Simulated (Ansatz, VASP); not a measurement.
# TaGa2O6 in VASP and in Ansatz

```
CELL_PARAMETERS angstrom
0.00000 3.74484 3.74484
3.74484 0.00000 3.74484
3.74484 3.74484 0.00000
ATOMIC_POSITIONS crystal
Ta 0.00000 0.00000 0.00000
Ga 0.75000 0.75000 0.75000
Ga 0.25000 0.25000 0.25000
O 0.50000 0.00000 0.00000
O 0.00000 0.50000 0.50000
O 0.00000 0.50000 0.00000
O 0.50000 0.00000 0.50000
O 0.00000 0.00000 0.50000
O 0.50000 0.50000 0.00000
```

Change from the starting cell: ordered vacancies on the A sites of perovskite (Fm-3m, No. 225).

Alike in both runs: functional PBE; k mesh 10 × 10 × 10; occupations gaussian, width 0.1 eV; no spin polarisation.

Ansatz relaxed the structure, and its values are those at the end. VASP's run is a single point on that final structure, the one shown.

|  | VASP | Ansatz |
| --- | --- | --- |
| version | VASP 6.6.1 | Ansatz 0.2.0 |
| potentials or method | VASP PAW PBE potentials, release 64 (Ta_pv, Ga_d, O) | scalar-relativistic, plane waves, PAW |
| plane-wave cutoff (eV) | 520 | 420 |
| valence electrons in the cell | 73 | 75 |

|  | VASP | Ansatz | Ansatz less VASP |
| --- | --- | --- | --- |
| gap on the k mesh at the Fermi level (eV) | none | none | - |
| pressure (GPa) | 0.5 | 0.0 | -0.52 |

A gap of «none» marks a metal or a gap that the smearing closes. With one functional, cell and mesh, what is left measures potentials, basis and numerics. The two sets of potentials don't hold the same shells in valence.

Caveats: an odd number of electrons without spin polarisation forces a metal; a magnetic or distorted state may lie lower. The runs have no spin-orbit coupling, so splittings on Ta are missing.
